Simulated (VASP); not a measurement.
Output of a VASP run:

**OSZICAR**
```
       N       E                     dE             d eps       ncg     rms          rms(c)
DAV:   1     0.105644815897E+03    0.10564E+03   -0.60967E+03  3031   0.131E+03
DAV:   2    -0.200941743178E+02   -0.12574E+03   -0.11489E+03  4234   0.516E+02
DAV:   3    -0.285837942791E+02   -0.84896E+01   -0.73126E+01  4421   0.158E+02
DAV:   4    -0.289665781775E+02   -0.38278E+00   -0.34659E+00  4575   0.247E+01
DAV:   5    -0.289759036661E+02   -0.93255E-02   -0.91084E-02  4522   0.281E+00    0.445E+01
DAV:   6    -0.278982668687E+02    0.10776E+01   -0.10643E+00  4631   0.185E+01    0.192E+01
DAV:   7    -0.275413912226E+02    0.35688E+00   -0.76243E-01  4725   0.150E+01    0.394E-01
DAV:   8    -0.275309586812E+02    0.10433E-01   -0.83054E-03  4620   0.104E+00    0.162E-01
DAV:   9    -0.275299437332E+02    0.10149E-02   -0.54726E-04  3896   0.237E-01    0.399E-02
DAV:  10    -0.275299390981E+02    0.46352E-05   -0.59573E-05  4302   0.824E-02    0.237E-02
DAV:  11    -0.275299393675E+02   -0.26941E-06   -0.12106E-06  2429   0.170E-02
   1 F= -.27529939E+02 E0= -.27530015E+02  d E =-.275299E+02
```

OUTCAR:
```
------------------------ aborting loop because EDIFF is reached ----------------------------------------
  FORCE on cell =-STRESS in cart. coord.  units (eV):
  Direction    XX          YY          ZZ          XY          YZ          ZX
  --------------------------------------------------------------------------------------
  Total       -0.0177830     -0.0177830     -0.0051728      0.0000000     -0.0000000      0.0000000
  in kB       -0.9898116     -0.9898115     -0.2879218      0.0000000     -0.0000000      0.0000000
  external PRESSURE =      -0.7558483 kB  Pullay stress =       0.0000000 kB
  volume of cell :       28.78
      direct lattice vectors                 reciprocal lattice vectors
     1.369935125 -2.372797128  0.000000000     0.364980787 -0.210721765  0.000000000
     1.369935125  2.372797128  0.000000000     0.364980787  0.210721765  0.000000000
     0.000000000  0.000000000  4.427643436     0.000000000  0.000000000  0.225853779
 POSITION                                       TOTAL-FORCE (eV/Angst)
 -----------------------------------------------------------------------------------
      1.36994      0.79093      1.10691         0.000000      0.000000      0.000000
      1.36994     -0.79093      3.32073        -0.000000     -0.000000      0.000000
 -----------------------------------------------------------------------------------
    total drift:                               -0.000001      0.000007     -0.000016
  FREE ENERGIE OF THE ION-ELECTRON SYSTEM (eV)
  ---------------------------------------------------
  free  energy   TOTEN  =       -27.5299393675 eV

  energy  without entropy=      -27.5301675457  energy(sigma->0) =      -27.53001543

 reached required accuracy - stopping structural energy minimisation
```
(Selected blocks of OUTCAR.)

**POSCAR**
```
Re
1
    1.3699351254    -2.3727971283     0.0000000000
    1.3699351254     2.3727971283     0.0000000000
    0.0000000000     0.0000000000     4.4276434356
Re
2
Direct
  0.3333330000   0.6666670000   0.2500000000
  0.6666670000   0.3333330000   0.7500000000
```

**Question.** Reconstruct the remaining input files.

**Answer.** This is not unique; one that fits is the input of the run itself, LDA (Ceperley-Alder, Perdew-Zunger), plane waves, VASP's LDA PAW potentials (set 64).

### INCAR
```
SYSTEM = Re
PREC = Accurate
ENCUT = 520
EDIFF = 1E-6
NELM = 100
ALGO = Normal
LREAL = .FALSE.
LASPH = .TRUE.
ISMEAR = 1
SIGMA = 0.1
LMAXMIX = 6
LWAVE = .FALSE.
LCHARG = .FALSE.
IBRION = 2
ISIF = 3
NSW = 60
EDIFFG = -0.01
```

**KPOINTS**
```
Automatic mesh
0
Gamma
14 14 8
0 0 0
```

POTCAR, in this order: Re (LDA.64 set). Program: vasp_std.

The compound is Re in the hcp structure. It was relaxed first. The start is the result of an earlier pass.
